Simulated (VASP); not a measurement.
Method: PBE GGA, VASP's PBE PAW potentials (set 64) (plane waves; VASP).

A VASP calculation is set up with these files.

### INCAR
```
# general
SYSTEM   =  In
PREC     =  Accurate
ENCUT    =  500   # plane-wave cut-off (eV)
LREAL    =  .FALSE.   # projection in real space or not
LASPH    =  .TRUE.   # aspherical one-centre terms

# electronic loop
EDIFF    =  1E-6   # SCF stop (eV)
NELM     =  100
ALGO     =  Normal   # blocked Davidson
LMAXMIX  =  4   # l cut-off of mixed one-centre charges

# smearing
ISMEAR   =  1   # Methfessel-Paxton
SIGMA    =  0.1   # width (eV)

# functional
GGA      =  PE   # PBE

# ions
IBRION   =  2
NSW      =  40   # most ionic steps
ISIF     =  3
EDIFFG   =  -0.02   # ionic stop
PSTRESS  =  300

# output
LWAVE    =  .FALSE.
LCHARG   =  .FALSE.
```

**KPOINTS**
```
Automatic mesh
0
Gamma
17 17 17
0 0 0
```

POSCAR:
```
In
1.0
 -1.5181367682   1.5181367682   2.2576210555
  1.5181367682  -1.5181367682   2.2576210555
  1.5181367682   1.5181367682  -2.2576210555
In
1
Direct
  1.0000000000   0.0000000000   1.0000000000
```

POTCAR, in this order: In_d (PBE.64 set). Program: vasp_std.

Output of the run:

**OUTCAR**
```
 ion  position               nearest neighbor table
   1  0.000  0.000  0.000-
  LATTYP: Found a body centered tetragonal cell.
 ALAT       =     3.0362735364
 C/A-ratio  =     1.4870999127
 Subroutine PRICEL returns:
 Original cell was already a primitive cell.
 Subroutine GETGRP returns: Found 16 space group operations
The static configuration has the point symmetry D_4h.
The dynamic configuration has the point symmetry D_4h.
 Subroutine INISYM returns: Found 16 space group operations
 Subroutine IBZKPT returns following result:
 Found    405 irreducible k-points:

 Following reciprocal coordinates:
            Coordinates               Weight
  0.000000  0.000000  0.000000      1.000000
  0.058824  0.000000  0.000000      8.000000
  0.117647 -0.000000  0.000000      8.000000
  0.176471 -0.000000  0.000000      8.000000
  0.235294 -0.000000  0.000000      8.000000
  0.294118 -0.000000  0.000000      8.000000
  0.352941 -0.000000  0.000000      8.000000
  0.411765  0.000000  0.000000      8.000000
  0.470588 -0.000000  0.000000      8.000000
  0.058824  0.058824  0.000000      8.000000
  0.117647  0.058824  0.000000     16.000000
  0.176471  0.058824  0.000000     16.000000
  0.235294  0.058824  0.000000     16.000000
  0.294118  0.058824  0.000000     16.000000
  0.352941  0.058824  0.000000     16.000000
  0.411765  0.058824  0.000000     16.000000
  0.470588  0.058824  0.000000     16.000000
 -0.470588  0.058824 -0.000000     16.000000
 -0.411765  0.058824 -0.000000     16.000000
 -0.352941  0.058824 -0.000000     16.000000
 -0.294118  0.058824 -0.000000     16.000000
 -0.235294  0.058824 -0.000000     16.000000
 -0.176471  0.058824 -0.000000     16.000000
 -0.117647  0.058824 -0.000000     16.000000
 -0.058824  0.058824  0.000000      4.000000
  0.117647  0.117647  0.000000      8.000000
  0.176471  0.117647  0.000000     16.000000
  0.235294  0.117647 -0.000000     16.000000
  0.294118  0.117647  0.000000     16.000000
  0.352941  0.117647  0.000000     16.000000
  0.411765  0.117647  0.000000     16.000000
  0.470588  0.117647  0.000000     16.000000
 -0.470588  0.117647 -0.000000     16.000000
 -0.411765  0.117647  0.000000     16.000000
 -0.352941  0.117647 -0.000000     16.000000
 -0.294118  0.117647 -0.000000     16.000000
 -0.235294  0.117647 -0.000000     16.000000
 -0.176471  0.117647 -0.000000     16.000000
 -0.117647  0.117647  0.000000      4.000000
  0.176471  0.176471  0.000000      8.000000
   k-points           NKPTS =    405   k-points in BZ     NKDIM =    405   number of bands    NBANDS=     10
   number of dos      NEDOS =    301   number of ions     NIONS =      1
   total plane-waves  NPLWV =  13824
   dimension x,y,z NGX =    24 NGY =   24 NGZ =   24
   dimension x,y,z NGXF=    48 NGYF=   48 NGZF=   48
   ions per type =               1
   PREC   = accura    normal or accurate (medium, high low for compatibility)
   ISTART =      0    job   : 0-new  1-cont  2-samecut
   ICHARG =      2    charge: 1-file 2-atom 10-const
   ISPIN  =      1    spin polarized calculation?
   LNONCOLLINEAR =      F non collinear calculations
   LSORBIT =      F    spin-orbit coupling
   INIWAV =      1    electr: 0-lowe 1-rand  2-diag
   ENCUT  =  500.0 eV  36.75 Ry    6.06 a.u.   5.68  5.68  5.68*2*pi/ulx,y,z
   NELM   =    100;   NELMIN=  2; NELMDL= -5     # of ELM steps
   EDIFF  = 0.1E-05   stopping-criterion for ELM
   LREAL  =      F    real-space projection
   NLSPLINE    = F    spline interpolate recip. space projectors
   LMAXMIX     =    4 max onsite mixed and CHGCAR
...
```

### OSZICAR
```
       N       E                     dE             d eps       ncg     rms          rms(c)
DAV:   1     0.687872985070E+02    0.68787E+02   -0.64722E+03  8184   0.175E+03
DAV:   2     0.798983311486E-01   -0.68707E+02   -0.67500E+02  8236   0.287E+02
DAV:   3    -0.224619129340E+01   -0.23261E+01   -0.23163E+01  9494   0.626E+01
DAV:   4    -0.229377999399E+01   -0.47589E-01   -0.47574E-01 10130   0.853E+00
DAV:   5    -0.229586784837E+01   -0.20879E-02   -0.20878E-02  9962   0.149E+00    0.378E+00
DAV:   6    -0.225354560942E+01    0.42322E-01   -0.67909E-02  9360   0.653E+00    0.186E+00
DAV:   7    -0.224309310831E+01    0.10453E-01   -0.21455E-02 10548   0.347E+00    0.379E-01
DAV:   8    -0.224222274205E+01    0.87037E-03   -0.12574E-03  9194   0.720E-01    0.489E-02
DAV:   9    -0.224222392559E+01   -0.11835E-05   -0.18217E-05 11098   0.635E-02    0.209E-02
DAV:  10    -0.224222494587E+01   -0.10203E-05   -0.28179E-06  7986   0.320E-02    0.166E-03
DAV:  11    -0.224222508349E+01   -0.13762E-06   -0.15640E-07  4582   0.705E-03
   1 F= 0.16548925E+01 E0= 0.16548125E+01  d E =0.165489E+01
       N       E                     dE             d eps       ncg     rms          rms(c)
DAV:   1    -0.790385393722E+01   -0.56616E+01   -0.12414E+02  9008   0.230E+02    0.217E+01
DAV:   2    -0.192307513978E+01    0.59808E+01   -0.16736E+01  9036   0.140E+02    0.480E+00
DAV:   3    -0.147088426220E+01    0.45219E+00   -0.11463E+00 12560   0.290E+01    0.418E+00
DAV:   4    -0.142685971718E+01    0.44025E-01   -0.14049E-01  9362   0.653E+00    0.663E-01
DAV:   5    -0.142731011987E+01   -0.45040E-03   -0.69173E-03 11772   0.195E+00    0.453E-01
DAV:   6    -0.142830188469E+01   -0.99176E-03   -0.18325E-03  8922   0.403E-01    0.100E-01
DAV:   7    -0.142827983474E+01    0.22050E-04   -0.11932E-04  8986   0.259E-01    0.388E-02
DAV:   8    -0.142827826946E+01    0.15653E-05   -0.11695E-05  9200   0.767E-02    0.645E-03
DAV:   9    -0.142827835542E+01   -0.85958E-07   -0.13888E-06  4964   0.323E-02
   2 F= 0.17791484E+01 E0= 0.17791075E+01  d E =0.124256E+00
       N       E                     dE             d eps       ncg     rms          rms(c)
DAV:   1    -0.436489372142E+01   -0.29366E+01   -0.67971E+01  9010   0.246E+02    0.885E+00
DAV:   2    -0.240947724701E+01    0.19554E+01   -0.38945E+00  9194   0.493E+01    0.369E+00
DAV:   3    -0.205211417660E+01    0.35736E+00   -0.12325E+00 10808   0.275E+01    0.954E-01
DAV:   4    -0.203948521161E+01    0.12629E-01   -0.40123E-02  9304   0.314E+00    0.588E-01
DAV:   5    -0.203647143478E+01    0.30138E-02   -0.38362E-03  8762   0.526E-01    0.226E-01
DAV:   6    -0.203658085081E+01   -0.10942E-03   -0.66966E-04 12384   0.581E-01    0.660E-02
DAV:   7    -0.203658375090E+01   -0.29001E-05   -0.10073E-04  8884   0.191E-01    0.172E-02
DAV:   8    -0.203658063802E+01    0.31129E-05   -0.27169E-06  9310   0.156E-02    0.955E-03
DAV:   9    -0.203658063138E+01    0.66391E-08   -0.37836E-07  4320   0.146E-02
   3 F= 0.16090285E+01 E0= 0.16089433E+01  d E =-.458640E-01
       N       E                     dE             d eps       ncg     rms          rms(c)
DAV:   1    -0.202996729643E+01    0.66133E-02   -0.15190E-02  9042   0.315E+00    0.157E-01
DAV:   2    -0.202942714286E+01    0.54015E-03   -0.11432E-03  9100   0.907E-01    0.529E-02
DAV:   3    -0.202935383057E+01    0.73312E-04   -0.23408E-04 10812   0.399E-01    0.214E-02
DAV:   4    -0.202935320903E+01    0.62154E-06   -0.74174E-06  8800   0.300E-02
   4 F= 0.16089673E+01 E0= 0.16088846E+01  d E =-.459252E-01
```

**OUTCAR**
```
------------------------ aborting loop because EDIFF is reached ----------------------------------------
  FORCE on cell =-STRESS in cart. coord.  units (eV):
  Direction    XX          YY          ZZ          XY          YZ          ZX
  --------------------------------------------------------------------------------------
  Total        3.6286588      3.6286588      3.6251548      0.0000000      0.0000000      0.0000000
  in kB      299.2033418    299.2033418    298.9144145      0.0000000      0.0000000      0.0000000
  external PRESSURE =      -0.8929673 kB  Pullay stress =     300.0000000 kB
  volume of cell :       19.43
      direct lattice vectors                 reciprocal lattice vectors
    -1.483698870  1.483698870  2.206676929     0.000000000  0.336995606  0.226585049
     1.483698870 -1.483698870  2.206676929     0.336995606  0.000000000  0.226585049
     1.483698870  1.483698870 -2.206676929     0.336995606  0.336995606  0.000000000
 POSITION                                       TOTAL-FORCE (eV/Angst)
 -----------------------------------------------------------------------------------
      1.48370     -1.48370      2.20668         0.000000     -0.000000     -0.000000
 -----------------------------------------------------------------------------------
    total drift:                                0.000000     -0.000000      0.000000
  FREE ENERGIE OF THE ION-ELECTRON SYSTEM (eV)
  ---------------------------------------------------
  free  energy   TOTEN  =        -2.0293532090 eV

  energy  without entropy=       -2.0296012917  energy(sigma->0) =       -2.02943590
  enthalpy is  TOTEN    =         1.6089672603 eV   P V=        3.6383204693

 reached required accuracy - stopping structural energy minimisation
```
(Selected blocks of OUTCAR.)

CONTCAR:
```
In
   1.00000000000000
    -1.4836988698188662    1.4836988698188662    2.2066769287636112
     1.4836988698188662   -1.4836988698188662    2.2066769287636112
     1.4836988698188662    1.4836988698188662   -2.2066769287636112
  In
     1
Direct
     0.0000000000000000    1.0000000000000000    0.0000000000000000
```

Energy and stress use the plane-wave basis of the starting cell.

The compound is In in the bct structure. This run relaxes it under an external pressure of 30 GPa. Symmetry was kept, so distortions that lower it aren't found.
